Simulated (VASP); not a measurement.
Input:

```
CELL_PARAMETERS angstrom
     -2.91500     2.91500     1.59000
      2.91500    -2.91500     1.59000
      2.91500     2.91500    -1.59000
ATOMIC_POSITIONS crystal
  Sn 0.25000 0.75000 0.50000
  Sn 0.00000 0.00000 0.00000
```

All values below come from PBE GGA, VASP's PBE PAW potentials (set 64) (plane waves; VASP). Run with 520 eV cut-off, 12×12×12 Γ-centred mesh, first-order Methfessel-Paxton smearing of 0.10 eV, potentials Sn_d.

Energy and stress use the plane-wave basis of the starting cell.

### Question
The ions, cell shape and volume are relaxed. What does this cell relax into?

### Answer

```
CELL_PARAMETERS angstrom
     -2.96389     2.96389     1.61390
      2.96389    -2.96389     1.61390
      2.96389     2.96389    -1.61390
ATOMIC_POSITIONS crystal
  Sn 0.25000 0.75000 0.50000
  Sn 0.00000 0.00000 0.00000
```
Space group I4_1/amd (141), at a tolerance of 0.03 Å.

### Question
How do energy and volume change from the first to the last step?

### Answer
The energy (σ→0) changes by -10.3 meV/atom and the volume by +4.9 %, in 5 ionic steps.

| step | E(σ→0) (eV) | max force (eV/Å) | pressure (GPa) | volume (Å³) |
|---|---|---|---|---|
| 1 | -7.5903 | 0.000 | 2.57 | 54.04 |
| 2 | -7.6093 | 0.000 | -0.57 | 57.50 |
| 3 | -7.6109 | 0.000 | 0.05 | 56.73 |
| 4 | -7.6109 | 0.000 | -0.06 | 56.79 |
| 5 | -7.6109 | 0.000 | 0.03 | 56.71 |

The compound is Sn in the beta structure. This run relaxes it. Symmetry was kept, so distortions that lower it aren't found.
